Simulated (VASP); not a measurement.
# CoSn with PBE: from relaxation to properties, part 4 of 9

Aim: relax CoSn with PBE, compute its properties on that cell and hold them against experiment. The start is a computed cell from the Materials Project.

VASP 6.6.1, plane waves and PAW; the level of theory is named at each step.

So far. Step 6 (Magnetic start: antiferromagnetic, q = (1/2, 1/2, 0)): The energy lies +0.1 meV an atom from the first pattern, and both runs end without moments, so a difference comes from cell, mesh or thresholds alone. The moments fall under 0.1 μB, and the mesh shows no gap. Step 7 (The orders side by side): All patterns lost their moments. Runs that ended non-magnetic differ by up to 6.8 meV an atom among themselves, which can come from the unlike meshes of the cells or from a run that isn't fully settled.

**8. Full relaxation (PBE)**

This step: PBE, zero-moment start; plane waves and PAW (Co, Sn_d) (VASP 6.6.1).

System of this step: CoSn. It takes space group P6/mmm (No. 191, hexagonal). The conventional cell has a = 5.246 Å, b = 5.246 Å, c = 4.188 Å, α = 90.00°, β = 90.00°, γ = 120.00°. Co has 6 Sn at 2.58 to 2.62 Å and 4 Co at 2.62 Å nearest. Nearest to Sn lie 6 Co at 2.58 Å. Nearest to Sn lie 6 Co at 2.62 Å. Farther neighbours are not listed.

Properties are meant for the cell that this level of theory prefers, so cell and atoms are relaxed first (ISIF = 3) until forces and stress are small; EDIFFG sets the threshold.

The input, INCAR:

```
SYSTEM = CoSn
PREC = Accurate
ENCUT = 400
EDIFF = 1E-06
NELM = 100
ISMEAR = 1
SIGMA = 0.2
LREAL = .FALSE.
ALGO = Normal
GGA = PE
NBANDS = 45
ISPIN = 2
MAGMOM = -0 -0 -0 0 0 0
LASPH = .TRUE.
LMAXMIX = 4
LORBIT = 11
LWAVE = .FALSE.
LCHARG = .FALSE.
KPAR = 8
IBRION = 2
NSW = 60
ISIF = 3
EDIFFG = -0.01
```

The input, POSCAR:

```
CoSn
1.0
    5.2460399276      0.0000000000      0.0000000000
   -2.6230199638      4.5432038466      0.0000000000
    0.0000000000      0.0000000000      4.1875903000
Co Sn
3 3
Direct
    0.0000000000      0.5000000000      0.0000000000
    0.5000000000      0.5000000000      0.0000000000
    0.5000000000      0.0000000000      0.0000000000
    0.6666666700      0.3333333300      0.5000000000
    0.3333333300      0.6666666700      0.5000000000
    0.0000000000      0.0000000000      0.0000000000
```

The input, KPOINTS:

```
Automatic mesh
0
Gamma
6 6 7
0 0 0
```

Potentials, in the order of the species: Co and Sn_d (PBE family, release 64).

Run with:

```sh
$ mpirun -np 8 vasp_std
```

What it wrote:

```text
[... set-up lines as in an earlier step ...]
 entering main loop
       N       E                     dE             d eps       ncg     rms          rms(c)
DAV:   1     0.638321482739E+03    0.63832E+03   -0.26447E+04  5093   0.210E+03
DAV:   2     0.620197838327E+02   -0.57630E+03   -0.55718E+03  5040   0.535E+02
DAV:   3    -0.311460009092E+02   -0.93166E+02   -0.90552E+02  5243   0.201E+02
DAV:   4    -0.356031825609E+02   -0.44572E+01   -0.44321E+01  5719   0.507E+01
DAV:   5    -0.357371437255E+02   -0.13396E+00   -0.13394E+00  6859   0.782E+00    0.147E+01
DAV:   6    -0.369504440652E+02   -0.12133E+01   -0.23027E+01  5827   0.481E+01    0.145E+01
DAV:   7    -0.334423888819E+02    0.35081E+01   -0.12872E+01  5839   0.372E+01    0.509E+00
DAV:   8    -0.332198781656E+02    0.22251E+00   -0.12787E+00  5522   0.787E+00    0.126E+00
DAV:   9    -0.332036710499E+02    0.16207E-01   -0.13454E-01  5918   0.397E+00    0.398E-01
DAV:  10    -0.332032294315E+02    0.44162E-03   -0.14762E-02  5596   0.103E+00    0.241E-01
DAV:  11    -0.332028125483E+02    0.41688E-03   -0.11321E-03  6444   0.295E-01    0.748E-02
DAV:  12    -0.332028665700E+02   -0.54022E-04   -0.19618E-04  6110   0.102E-01    0.232E-02
DAV:  13    -0.332028698347E+02   -0.32647E-05   -0.17374E-05  5922   0.356E-02    0.130E-02
DAV:  14    -0.332028697873E+02    0.47356E-07   -0.25611E-06  4495   0.109E-02
   1 F= -.33202870E+02 E0= -.33214383E+02  d E =-.332029E+02  mag=     0.0000
 curvature:   0.00 expect dE= 0.000E+00 dE for cont linesearch  0.000E+00
 trial: gam= 0.00000 g(F)=  0.105E-43 g(S)=  0.132E+00 ort = 0.000E+00 (trialstep = 0.100E+01)
 search vector abs. value=  0.132E+00
 bond charge predicted
       N       E                     dE             d eps       ncg     rms          rms(c)
DAV:   1    -0.361043623281E+02   -0.29015E+01   -0.47361E+01  5478   0.843E+01    0.131E+01
DAV:   2    -0.392049517329E+02   -0.31006E+01   -0.44755E+01  5942   0.571E+01    0.191E+01
DAV:   3    -0.334640139342E+02    0.57409E+01   -0.15595E+01  5732   0.397E+01    0.409E+00
DAV:   4    -0.332297496372E+02    0.23426E+00   -0.99440E-01  6245   0.101E+01    0.122E+00
DAV:   5    -0.332011247621E+02    0.28625E-01   -0.62237E-02  6343   0.198E+00    0.402E-01
DAV:   6    -0.331984451728E+02    0.26796E-02   -0.62637E-03  5618   0.560E-01    0.310E-01
DAV:   7    -0.331976402945E+02    0.80488E-03   -0.88798E-04  6646   0.277E-01    0.135E-01
DAV:   8    -0.331972067010E+02    0.43359E-03   -0.74426E-04  5256   0.273E-01    0.251E-02
DAV:   9    -0.331972118254E+02   -0.51244E-05   -0.79317E-05  5398   0.849E-02    0.150E-02
DAV:  10    -0.331972128313E+02   -0.10059E-05   -0.68860E-06  6299   0.198E-02    0.494E-03
DAV:  11    -0.331972127716E+02    0.59742E-07   -0.80287E-07  3291   0.106E-02
   2 F= -.33197213E+02 E0= -.33209802E+02  d E =0.565702E-02  mag=    -0.0000
[...]
3 F= -.33232472E+02 E0= -.33244479E+02  d E =-.296024E-01  mag=    -0.0000
[...]
4 F= -.33232463E+02 E0= -.33244480E+02  d E =-.295936E-01  mag=     0.0000
 curvature:  -0.26 expect dE=-0.386E-04 dE for cont linesearch -0.860E-05
 ZBRENT: accuracy reached
 trial: gam= 0.00000 g(F)=  0.573E-43 g(S)=  0.147E-03 ort =-0.208E-02 (trialstep = 0.896E+00)
 search vector abs. value=  0.147E-03
 bond charge predicted
       N       E                     dE             d eps       ncg     rms          rms(c)
DAV:   1    -0.332335100211E+02   -0.10457E-02   -0.20664E-02  5788   0.136E+00    0.233E-01
DAV:   2    -0.332341106241E+02   -0.60060E-03   -0.78177E-03  5688   0.106E+00    0.304E-01
DAV:   3    -0.332326604861E+02    0.14501E-02   -0.41770E-03  5710   0.727E-01    0.841E-02
DAV:   4    -0.332325192941E+02    0.14119E-03   -0.35003E-04  6650   0.212E-01    0.161E-02
DAV:   5    -0.332325207746E+02   -0.14804E-05   -0.56892E-05  5522   0.834E-02    0.595E-03
DAV:   6    -0.332325215165E+02   -0.74198E-06   -0.62876E-06  5384   0.234E-02
   5 F= -.33232522E+02 E0= -.33244511E+02  d E =-.581571E-04  mag=    -0.0000
 trial-energy change:   -0.000058  1 .order   -0.000062   -0.000132    0.000008
 step:   0.8421(harm=  0.8421)  dis= 0.00000  next Energy=   -33.232525 (dE=-0.620E-04)
 reached required accuracy - stopping structural energy minimisation
```

Elapsed: 46 s, on 8 MPI ranks of Intel Xeon 6975P-C (Granite Rapids), shared host; peak memory 2.6 GiB; 6 min of CPU time.

Parts of OUTCAR (step 8):

```text
   k-points           NKPTS =     28   k-points in BZ     NKDIM =     28   number of bands    NBANDS=     45

   NELECT =      69.0000    total number of electrons

 E-fermi :   9.8322

 spin component 1
 k-point     1 :       0.0000    0.0000    0.0000
  band No.  band energies     occupation
    ...
     30       9.3629      1.00223
     31       9.3953      1.00421
     32       9.3953      1.00421
     33       9.4020      1.00476
     34       9.4020      1.00476
     35      10.3284     -0.00126
     36      10.4021     -0.00021
     37      11.1576     -0.00000
     38      11.1576     -0.00000
     39      12.7479     -0.00000
    ...

 k-point     2 :       0.1667    0.0000    0.0000
  band No.  band energies     occupation
    ...
     30       9.2894      1.00042
     31       9.3819      1.00327
     32       9.3945      1.00415
     33       9.4780      1.01557
     34       9.5869      1.03546
     35      10.3444     -0.00088
     36      10.7383     -0.00000
     37      11.2945     -0.00000
     38      11.5177     -0.00000
     39      12.9637     -0.00000
    ...

  Total        0.0317718      0.0317718      0.0117471      0.0000000      0.0000000      0.0000000
  in kB        0.4969906      0.4969906      0.1837545      0.0000000      0.0000000      0.0000000
  external PRESSURE =       0.3925786 kB  Pullay stress =       0.0000000 kB

 POSITION                                       TOTAL-FORCE (eV/Angst)
 -----------------------------------------------------------------------------------
     -1.32378      2.29286      4.21813        -0.000000      0.000000      0.000000
      1.32378      2.29286      4.21813        -0.000000      0.000000      0.000000
      2.64757      0.00000      4.21813        -0.000000      0.000000      0.000000
      2.64757      1.52857      2.10906         0.000000      0.000000     -0.000000
     -0.00000      3.05715      2.10906        -0.000000     -0.000000      0.000000
     -0.00000     -0.00000      4.21813         0.000000      0.000000      0.000000
 -----------------------------------------------------------------------------------
    total drift:                                0.000000      0.000000      0.000000

  FREE ENERGIE OF THE ION-ELECTRON SYSTEM (eV)
  ---------------------------------------------------
  free  energy   TOTEN  =       -33.2325215165 eV

  energy  without entropy=      -33.2684910845  energy(sigma->0) =      -33.24451137

 reached required accuracy - stopping structural energy minimisation

 magnetization (x)
# of ion       s       p       d       tot
------------------------------------------
    1       -0.000  -0.000  -0.000  -0.000
    2       -0.000  -0.000  -0.000  -0.000
    3       -0.000  -0.000  -0.000  -0.000
    4        0.000  -0.000  -0.000  -0.000
    5        0.000  -0.000  -0.000  -0.000
    6        0.000   0.000  -0.000   0.000
--------------------------------------------------
tot          0.000  -0.000  -0.000  -0.000

[... 5 parts as in an earlier step ...]

[... 11 further parts left out ...]
```

CONTCAR:

```
CoSn
   1.00000000000000
     5.2951360506024816    0.0000000000000000   -0.0000000000000000
    -2.6475680253012408    4.5857223363483426    0.0000000000000000
    -0.0000000000000000   -0.0000000000000000    4.2181290092308608
  Co              Sn
     3     3
Direct
     0.0000000000000000    0.5000000000000000    1.0000000000000000
     0.5000000000000000    0.5000000000000000    1.0000000000000000
     0.5000000000000000    0.0000000000000000    1.0000000000000000
     0.6666666699999979    0.3333333300000021    0.5000000000000000
     0.3333333300000021    0.6666666699999979    0.5000000000000000
     0.0000000000000000    0.0000000000000000    1.0000000000000000
```

This run allows spin, but its moments start at zero, where symmetry between the spins tends to hold them, which is where the search above led. Its electron count is odd, so without a moment it is a metal by construction. The run keeps the 24 symmetry operations of its start, so it cannot find a distortion of lower symmetry.

The steps of the relaxation:

| step | energy less that of the first step (eV) | largest force (eV/Å) | pressure (GPa) | volume (Å³) |
| --- | --- | --- | --- | --- |
| 1 | 0.0000 | 0.0000 | 3.75 | 99.81 |
| 2 | 0.0057 | 0.0000 | -3.57 | 105.53 |
| 3 | -0.0296 | 0.0000 | 0.03 | 102.46 |
| 4 | -0.0296 | 0.0000 | -0.06 | 102.51 |
| 5 | -0.0297 | 0.0000 | 0.04 | 102.42 |

| conventional cell, symmetrised | before | after | change |
| --- | --- | --- | --- |
| a (Å) | 5.246 | 5.295 | +0.9 % |
| b (Å) | 5.246 | 5.295 | +0.9 % |
| c (Å) | 4.188 | 4.218 | +0.7 % |
| volume (Å³/atom) | 16.63 | 17.07 | +2.6 % |

The relaxed structure:

```cif
data_structure
_symmetry_space_group_name_H-M 'P 1'
_symmetry_Int_Tables_number 1
_cell_length_a 5.2951
_cell_length_b 5.2951
_cell_length_c 4.2181
_cell_angle_alpha 90.000
_cell_angle_beta 90.000
_cell_angle_gamma 120.000
_cell_volume 102.42
loop_
_atom_site_label
_atom_site_type_symbol
_atom_site_fract_x
_atom_site_fract_y
_atom_site_fract_z
_atom_site_occupancy
Co1 Co 0.00000 0.50000 0.00000 1
Co2 Co 0.50000 0.50000 0.00000 1
Co3 Co 0.50000 0.00000 0.00000 1
Sn4 Sn 0.66667 0.33333 0.50000 1
Sn5 Sn 0.33333 0.66667 0.50000 1
Sn6 Sn 0.00000 0.00000 0.00000 1
```

Numbers from this step:

| Property | Result |
| --- | --- |
| electrons | 69 |
| bands | 45 |
| irreducible k-points | 28 |
| symmetry operations | 24 |
| free energy (TOTEN) | -33.23 eV |
| energy at zero smearing | -33.24 eV |
| Fermi energy | 9.832 eV |
| pressure | 0.03926 GPa |
| SCF cycles over all ionic steps | 46 |

It ends with forces that vanish by symmetry and a pressure of 0.04 GPa.

**9. Second relaxation**

The basis stayed that of the start cell while the cell moved. A rerun from the cell reached resets it; the error of the finite cutoff stays. The mesh changes with the cell too.

INCAR is that of step 8.

POSCAR: that of step 8 with these lines changed.

```diff
@@ -2,5 +2,5 @@
 1.0
-    5.2460399276      0.0000000000      0.0000000000
-   -2.6230199638      4.5432038466      0.0000000000
-    0.0000000000      0.0000000000      4.1875903000
+    5.2951360506      0.0000000000      0.0000000000
+   -2.6475680253      4.5857223363      0.0000000000
+    0.0000000000      0.0000000000      4.2181290092
 Co Sn
```

The input, KPOINTS:

```
Automatic mesh
0
Gamma
6 6 6
0 0 0
```

Run with:

```sh
$ mpirun -np 8 vasp_std
```

What it wrote:

```text
[... set-up lines as in an earlier step ...]
 entering main loop
       N       E                     dE             d eps       ncg     rms          rms(c)
DAV:   1     0.640790166965E+03    0.64079E+03   -0.26579E+04  5090   0.208E+03
DAV:   2     0.635324965434E+02   -0.57726E+03   -0.55861E+03  5040   0.538E+02
DAV:   3    -0.310235044210E+02   -0.94556E+02   -0.91830E+02  5200   0.202E+02
DAV:   4    -0.356141150186E+02   -0.45906E+01   -0.45620E+01  5726   0.511E+01
DAV:   5    -0.357514656571E+02   -0.13735E+00   -0.13733E+00  6887   0.794E+00    0.145E+01
DAV:   6    -0.374797872840E+02   -0.17283E+01   -0.25110E+01  5889   0.498E+01    0.160E+01
DAV:   7    -0.334240683407E+02    0.40557E+01   -0.14779E+01  5738   0.383E+01    0.485E+00
DAV:   8    -0.332255409635E+02    0.19853E+00   -0.12939E+00  5631   0.760E+00    0.134E+00
DAV:   9    -0.332065659158E+02    0.18975E-01   -0.13100E-01  5842   0.382E+00    0.420E-01
DAV:  10    -0.332059092419E+02    0.65667E-03   -0.13550E-02  5809   0.926E-01    0.250E-01
DAV:  11    -0.332054714370E+02    0.43780E-03   -0.10525E-03  6080   0.277E-01    0.755E-02
DAV:  12    -0.332055324717E+02   -0.61035E-04   -0.19762E-04  6183   0.984E-02    0.234E-02
DAV:  13    -0.332055365765E+02   -0.41048E-05   -0.14707E-05  5800   0.312E-02    0.131E-02
DAV:  14    -0.332055365481E+02    0.28446E-07   -0.22977E-06  4595   0.995E-03
   1 F= -.33205537E+02 E0= -.33210466E+02  d E =-.332055E+02  mag=     0.0000
 curvature:   0.00 expect dE= 0.000E+00 dE for cont linesearch  0.000E+00
 trial: gam= 0.00000 g(F)=  0.191E-43 g(S)=  0.125E-02 ort = 0.000E+00 (trialstep = 0.100E+01)
 search vector abs. value=  0.125E-02
 bond charge predicted
       N       E                     dE             d eps       ncg     rms          rms(c)
DAV:   1    -0.332249030162E+02   -0.19366E-01   -0.32801E-01  5556   0.635E+00    0.107E+00
DAV:   2    -0.332433978990E+02   -0.18495E-01   -0.18298E-01  5656   0.475E+00    0.150E+00
DAV:   3    -0.332076860695E+02    0.35712E-01   -0.97175E-02  5795   0.342E+00    0.344E-01
DAV:   4    -0.332056363613E+02    0.20497E-02   -0.64177E-03  6582   0.811E-01    0.670E-02
DAV:   5    -0.332055402070E+02    0.96154E-04   -0.60720E-04  5960   0.251E-01    0.184E-02
DAV:   6    -0.332055280321E+02    0.12175E-04   -0.57745E-05  5760   0.682E-02    0.976E-03
DAV:   7    -0.332055275271E+02    0.50504E-06   -0.40263E-06  5192   0.197E-02
   2 F= -.33205528E+02 E0= -.33210372E+02  d E =0.902100E-05  mag=     0.0000
[...]
3 F= -.33205785E+02 E0= -.33210674E+02  d E =-.248680E-03  mag=    -0.0000
[...]
4 F= -.33205780E+02 E0= -.33210663E+02  d E =-.243893E-03  mag=     0.0000
[...]
5 F= -.33205783E+02 E0= -.33210667E+02  d E =-.245987E-03  mag=    -0.0000
[...]
6 F= -.33205784E+02 E0= -.33210670E+02  d E =-.247428E-03  mag=     0.0000
 curvature:  -0.28 expect dE=-0.459E-04 dE for cont linesearch -0.131E-07
 trial: gam= 0.13970 g(F)=  0.635E-43 g(S)=  0.167E-03 ort =-0.772E-05 (trialstep = 0.904E+00)
 search vector abs. value=  0.189E-03
 bond charge predicted
       N       E                     dE             d eps       ncg     rms          rms(c)
DAV:   1    -0.332066579553E+02   -0.87345E-03   -0.20810E-02  5735   0.111E+00    0.191E-01
DAV:   2    -0.332066213729E+02    0.36582E-04   -0.38492E-03  5806   0.851E-01    0.202E-01
DAV:   3    -0.332060293383E+02    0.59203E-03   -0.20720E-03  5668   0.520E-01    0.878E-02
DAV:   4    -0.332058648544E+02    0.16448E-03   -0.27745E-04  6656   0.197E-01    0.157E-02
DAV:   5    -0.332058657318E+02   -0.87743E-06   -0.54698E-05  5627   0.750E-02    0.604E-03
DAV:   6    -0.332058664803E+02   -0.74849E-06   -0.66260E-06  5188   0.233E-02
   7 F= -.33205866E+02 E0= -.33210672E+02  d E =-.825042E-04  mag=    -0.0000
 trial-energy change:   -0.000083  1 .order   -0.000077   -0.000150   -0.000005
 step:   0.9308(harm=  0.9365)  dis= 0.00000  next Energy=   -33.205867 (dE=-0.826E-04)
 reached required accuracy - stopping structural energy minimisation
```

Elapsed: 50 s, on 8 MPI ranks; peak memory 2.6 GiB.

OUTCAR, selected parts (step 9):

```text
   ENCUT  =  400.0 eV  29.40 Ry    5.42 a.u.   8.64  8.64  6.88*2*pi/ulx,y,z

   NELECT =      69.0000    total number of electrons

 E-fermi :   9.7616

 spin component 1
 k-point     1 :       0.0000    0.0000    0.0000
  band No.  band energies     occupation
    ...
     30       9.3302      1.00466
     31       9.3579      1.00753
     32       9.3579      1.00753
     33       9.3828      1.01109
     34       9.3828      1.01109
     35      10.2939     -0.00055
     36      10.3655     -0.00008
     37      11.1309     -0.00000
     38      11.1309     -0.00000
     39      12.6989     -0.00000
    ...

 k-point     2 :       0.1667    0.0000    0.0000
  band No.  band energies     occupation
    ...
     30       9.2585      1.00108
     31       9.3460      1.00616
     32       9.3737      1.00967
     33       9.4431      1.02340
     34       9.5636      1.02407
     35      10.3109     -0.00036
     36      10.7038     -0.00000
     37      11.2678     -0.00000
     38      11.4898     -0.00000
     39      12.9195     -0.00000
    ...

  Total       -0.0175618     -0.0175618     -0.0244860      0.0000000      0.0000000     -0.0000000
  in kB       -0.2742363     -0.2742363     -0.3823629      0.0000000      0.0000000     -0.0000000
  external PRESSURE =      -0.3102785 kB  Pullay stress =       0.0000000 kB

 POSITION                                       TOTAL-FORCE (eV/Angst)
 -----------------------------------------------------------------------------------
      3.97029      2.29225      0.00000         0.000000      0.000000     -0.000000
      1.32343      2.29225      0.00000         0.000000      0.000000     -0.000000
      2.64686     -0.00000      0.00000         0.000000      0.000000     -0.000000
      2.64686      1.52817      2.11383         0.000000      0.000000      0.000000
     -0.00000      3.05633      2.11383        -0.000000     -0.000000     -0.000000
      5.29372     -0.00000      0.00000         0.000000      0.000000     -0.000000
 -----------------------------------------------------------------------------------
    total drift:                                0.000000      0.000000     -0.000000

  FREE ENERGIE OF THE ION-ELECTRON SYSTEM (eV)
  ---------------------------------------------------
  free  energy   TOTEN  =       -33.2058664803 eV

  energy  without entropy=      -33.2202844213  energy(sigma->0) =      -33.21067246

 magnetization (x)
# of ion       s       p       d       tot
------------------------------------------
    1       -0.000  -0.000  -0.000  -0.000
    2       -0.000  -0.000  -0.000  -0.000
    3       -0.000  -0.000  -0.000  -0.000
    4        0.000   0.000   0.000   0.000
    5        0.000   0.000   0.000   0.000
    6        0.000   0.000   0.000   0.000
--------------------------------------------------
tot         -0.000  -0.000  -0.000  -0.000

[... 4 parts as in an earlier step ...]

[... 13 further parts left out ...]
```

The steps of the relaxation:

| step | energy less that of the first step (eV) | largest force (eV/Å) | pressure (GPa) | volume (Å³) |
| --- | --- | --- | --- | --- |
| 1 | 0.0000 | 0.0000 | 0.28 | 102.42 |
| 2 | 0.0000 | 0.0000 | -0.47 | 102.87 |
| 3 | -0.0002 | 0.0000 | -0.02 | 102.65 |
| 4 | -0.0002 | 0.0000 | -0.11 | 102.68 |
| 5 | -0.0002 | 0.0000 | -0.09 | 102.67 |
| 6 | -0.0002 | 0.0000 | -0.08 | 102.66 |
| 7 | -0.0003 | 0.0000 | -0.03 | 102.60 |

| conventional cell, symmetrised | before | after | change |
| --- | --- | --- | --- |
| a (Å) | 5.295 | 5.294 | -0.0 % |
| b (Å) | 5.295 | 5.294 | -0.0 % |
| c (Å) | 4.218 | 4.228 | +0.2 % |
| volume (Å³/atom) | 17.07 | 17.10 | +0.2 % |

The relaxed structure:

```cif
data_structure
_symmetry_space_group_name_H-M 'P 1'
_symmetry_Int_Tables_number 1
_cell_length_a 5.2937
_cell_length_b 5.2937
_cell_length_c 4.2277
_cell_angle_alpha 90.000
_cell_angle_beta 90.000
_cell_angle_gamma 120.000
_cell_volume 102.60
loop_
_atom_site_label
_atom_site_type_symbol
_atom_site_fract_x
_atom_site_fract_y
_atom_site_fract_z
_atom_site_occupancy
Co1 Co 0.00000 0.50000 0.00000 1
Co2 Co 0.50000 0.50000 0.00000 1
Co3 Co 0.50000 0.00000 0.00000 1
Sn4 Sn 0.66667 0.33333 0.50000 1
Sn5 Sn 0.33333 0.66667 0.50000 1
Sn6 Sn 0.00000 0.00000 0.00000 1
```

This step gave:

```yaml
free_energy_toten: -33.21 eV
energy_at_zero_smearing: -33.21 eV
fermi_energy: 9.762 eV
pressure: -0.03103 GPa
scf_cycles_over_all_ionic_steps: 48
```

It ends with forces that vanish by symmetry and a pressure of -0.03 GPa.

(Continued in part 5 of 9.)

[Lines on the potential files, build, host, timing and source positions are cut from VASP's logs without a mark.]

[Logs are printed without paths, hosts, clocks, repeated set-up lines and the standing remarks that a program may print on its own settings, such as how far it seeks lower states.]

[Hosts, paths, dates, database ids (printed as entryN), source tags and the programs' standing remarks are cut or masked in the printed files.]

[A measured line is paired with the nearest computed mode of its activity, which favours agreement.]

[In band tables of VASP the shares of atoms and orbitals are scaled to a sum of 1 inside the atoms' spheres.]
